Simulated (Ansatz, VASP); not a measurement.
## Mg6NbCu: VASP beside Ansatz

The input INCAR:

```
SYSTEM = Mg6NbCu
  PREC = Accurate
  ENCUT = 520
  EDIFF = 1E-6
  ISMEAR = 0
  SIGMA = 0.02
  LREAL = .False.
  LASPH = .True.
  NELM = 100
  ALGO = Fast
  ISIF = 2
  LWAVE = .False.
  LCHARG = .False.
  GGA = RP
```

KPOINTS

```
Automatic mesh
0
Gamma
  6 5 5
  0 0 0
```

Contents of POSCAR:

```
Mg6NbCu
1.0
    4.8366060000      0.0000000000      0.0000000000
    0.0000000000      3.0262720000      5.4042555000
    0.0000000000     -3.0262720000      5.4042555000
Nb Cu Mg
1 1 6
Direct
    0.5000000000      0.6779590000      0.6779590000
    0.0000000000      0.8163000000      0.8163000000
    0.5000000000      0.1668690000      0.1668690000
    0.5000000000      0.1611890000      0.6760310000
    0.5000000000      0.6760310000      0.1611890000
    0.0000000000      0.3306190000      0.3306190000
    0.0000000000      0.3442510000      0.8267810000
    0.0000000000      0.8267810000      0.3442510000
```

File input.yaml:

```yaml
crystal:
  lattice:
    - [4.836606, 0.0, 0.0]
    - [0.0, 3.026272, 5.4042555]
    - [0.0, -3.026272, 5.4042555]
  atoms:
    - { symbol: Nb, position: [0.5, 0.677959, 0.677959] }
    - { symbol: Cu, position: [0.0, 0.8163, 0.8163] }
    - { symbol: Mg, position: [0.5, 0.166869, 0.166869] }
    - { symbol: Mg, position: [0.5, 0.161189, 0.676031] }
    - { symbol: Mg, position: [0.5, 0.676031, 0.161189] }
    - { symbol: Mg, position: [0.0, 0.330619, 0.330619] }
    - { symbol: Mg, position: [0.0, 0.344251, 0.826781] }
    - { symbol: Mg, position: [0.0, 0.826781, 0.344251] }
hamiltonian:
  xc: rpbe
  pseudopotentials: { kind: paw }
kpoints:
  mp_grid: { grid: [6, 5, 5] }
scf:
  occupations: { method: gaussian, width: 0.02 }
output:
  forces: true
  stress: true
  eigenvalues: true
```

The cell comes from a database or a generator and needn't be the stable form of this composition.

Alike in both runs: task single point; functional RPBE; k mesh 6 × 5 × 5; occupations gaussian, width 0.02 eV; no spin polarisation.

```csv
,VASP,Ansatz
version,VASP 6.6.1,Ansatz 0.2.0
potentials or method,"VASP PAW PBE potentials, release 64 (Nb_sv, Cu, Mg)",Ansatz PAW
plane-wave cutoff (eV),520,420
valence electrons in the cell,36,92
```

|  | VASP | Ansatz | Ansatz less VASP |
| --- | --- | --- | --- |
| gap on the k mesh at the Fermi level (eV) | none | none | - |
| pressure (GPa) | 1.9 | 2.0 | +0.14 |
| largest component of the traceless stress (GPa) | 0.28 | 0.29 | +0.010 |
| rms of the force components (eV/Å) | 0.040 | 0.043 | +0.0026 |

Atom by atom the forces differ by 0.005 eV/Å (rms over components). A gap of «none» marks a metal or a gap that the smearing closes. With one functional, cell and mesh, what is left measures potentials, basis and numerics. The two sets of potentials don't hold the same shells in valence.

Caveats: the PAW data sets were made with another functional, which shifts forces and pressure a little (VASP); the PAW data sets come from PBE, with cores solved anew for the run's functional, which leaves a small shift of forces and pressure (Ansatz).
